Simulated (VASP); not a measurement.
# ScS (relaxed from the wurtzite structure, space group P6_3mc): computed properties

The numbers are results of PBE GGA, VASP's PBE PAW potentials (set 64) (plane waves; VASP 6.6.1), not measurements.

```json
{
 "space_group": "P6_3mc (186)",
 "cell": "a = 4.0786 Å, b = 4.0786 Å, c = 6.7038 Å, α = 90.00°, β = 90.00°, γ = 120.00°",
 "volume_per_atom": "24.14 Å³/atom",
 "band gap (over mesh and band path)": "none (metal, semimetal or under 0.01 eV)",
 "density": "2.65 g/cm³"
}
```

```yaml
crystal:
  lattice:
    - [4.07860, 0.00000, 0.00000]
    - [-2.03930, 3.53217, 0.00000]
    - [0.00000, 0.00000, 6.70383]
  atoms:
    - { symbol: Sc, position: [0.33333, 0.66667, 0.00022] }
    - { symbol: Sc, position: [0.66667, 0.33333, 0.50022] }
    - { symbol: S, position: [0.33333, 0.66667, 0.37478] }
    - { symbol: S, position: [0.66667, 0.33333, 0.87478] }
```

The structure was generated: ScS was put into the wurtzite type (P6_3mc), which need not be its known phase. It was relaxed first, which changed the volume by -25 %. Symmetry was kept, so distortions that lower it aren't found.
